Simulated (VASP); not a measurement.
Data:

```xyz
2
Lattice="2.7054 0.0000 0.0000 0.0000 2.7054 0.0000 0.0000 0.0000 3.6898" Properties=species:S:1:pos:R:3 pbc="T T T"
Fe     0.0000     0.0000     0.0000
Pt     1.3527     1.3527     1.8449
```
Starting moments (μB, in the order of the record's atoms Fe Pt): 3.3 0.3.

Method: r2SCAN meta-GGA, VASP's PBE PAW potentials (set 64) (plane waves; VASP). Run with 520 eV cut-off, 13×13×10 Γ-centred mesh, first-order Methfessel-Paxton smearing of 0.10 eV, potentials Fe Pt.

Unless said otherwise, spin-orbit coupling is left out, though it shifts the bands of the heavy elements here.

Problem. Estimate the cell moment, energy per atom (σ→0), pressure, band gap (on the k-mesh) with the smallest direct gap where there is one.

Solution. 
```yaml
band gap (on the k-mesh): none (metal, semimetal or under 0.01 eV)
cell_moment: 3.54 μB
energy per atom (σ→0): -33.263 eV/atom
pressure: 7.32 GPa
```

Problem. Give the moment on each site (PAW-sphere projection).

Solution. 
| site | moment (μB) |
|---|---|
| Fe1 | 3.23 |
| Pt2 | 0.34 |

Only differences to runs with the same potentials and settings are physical.

The compound is FePt in the L1_0 structure. This cell is one point of a volume scan, at 0.97 of the reference volume.
